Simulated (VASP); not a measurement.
Data:

```xyz
3
Lattice="4.3604 0.0000 0.0000 -2.1802 3.7762 0.0000 0.0000 0.0000 2.6520" Properties=species:S:1:pos:R:3 pbc="T T T"
Re     0.0000     0.0000     0.0000
Re     0.0000     2.5175     1.3260
Re     2.1802     1.2587     1.3260
```

These are PBE GGA, VASP's PBE PAW potentials (set 64) (plane waves; VASP 6.6.1) values and carry that method's errors. Run with 300 eV cut-off, 7×7×9 Γ-centred mesh, Gaussian smearing of 0.27 eV, potentials Re.

Give the energies of bands 1 to 13 at the high-symmetry points, in eV from the Fermi level.

```csv
band,Γ,M,K,A,L,H
1,-10.04,-7.08,-7.28,-6.06,-6.19,-6.73
2,-6.12,-6.68,-6.63,-6.06,-5.93,-4.84
3,-3.56,-6.64,-6.63,-5.42,-5.29,-4.84
4,-3.03,-3.98,-3.83,-5.25,-4.82,-4.14
5,-3.03,-3.81,-3.83,-5.25,-3.80,-3.89
6,-3.01,-3.75,-3.27,-3.60,-2.91,-3.89
7,-3.01,-2.74,-1.99,-1.27,-2.47,-2.23
8,-2.34,-2.18,-1.43,-1.27,-1.19,-2.23
9,-0.97,-1.19,-1.43,-0.81,-0.94,-1.17
10,-0.97,0.60,-0.22,-0.81,-0.34,-1.17
11,0.30,0.61,-0.18,2.79,0.74,0.35
12,0.30,0.83,-0.18,2.79,2.05,2.93
13,0.34,1.99,2.31,3.77,3.10,3.12
```

It has no gap at this level: it comes out as a metal or semimetal.

The structure was generated: Re was put into an ordered model structure, which need not be its known phase. The cell was not relaxed at this level. VASP warned that the highest band is occupied, so more bands are needed.
